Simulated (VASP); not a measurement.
A convergence study with VASP on Nb (bcc): a few settings are varied, all else stays as given below, so the limit is that of these other settings. The cell's lengths are 1 % over those of the tabulated start, so it is off equilibrium.

```
Nb
1.0
   -1.66650     1.66650     1.66650
    1.66650    -1.66650     1.66650
    1.66650     1.66650    -1.66650
Nb
1
Cartesian
  0.00000   0.00000   0.00000
```

The numbers are results of PBEsol GGA, VASP's PBE PAW potentials (set 64) (plane waves; VASP), not measurements. The last row used: 900 eV cut-off, 13×13×13 Γ-centred mesh, first-order Methfessel-Paxton smearing of 0.10 eV, potentials Nb_pv.

Energies of different potentials or hybrids have different zeros.

```
setting                    E (eV/atom)  pressure (GPa)  plane waves
-------------------------  -----------  --------------  -----------
ENCUT = 300, POTCAR Nb_sv     -10.9129          -11.20          236
ENCUT = 400, POTCAR Nb_sv     -10.9233          -10.62          358
ENCUT = 520, POTCAR Nb_sv     -10.9269          -10.05          531
ENCUT = 700, POTCAR Nb_sv     -10.9275          -10.02          790
ENCUT = 900, POTCAR Nb_sv     -10.9277           -9.99         1157
ENCUT = 300, POTCAR Nb_pv     -10.8025           -8.68          236
ENCUT = 400, POTCAR Nb_pv     -10.8078           -8.02          358
ENCUT = 520, POTCAR Nb_pv     -10.8090           -8.00          531
ENCUT = 700, POTCAR Nb_pv     -10.8093           -7.96          790
ENCUT = 900, POTCAR Nb_pv     -10.8091           -7.96         1157
```

Left out are rungs that failed or repeat a setting and relaxations that didn't move; long series are thinned to 24 rows.

The compound is Nb in the bcc structure. The cell was not relaxed at this level.
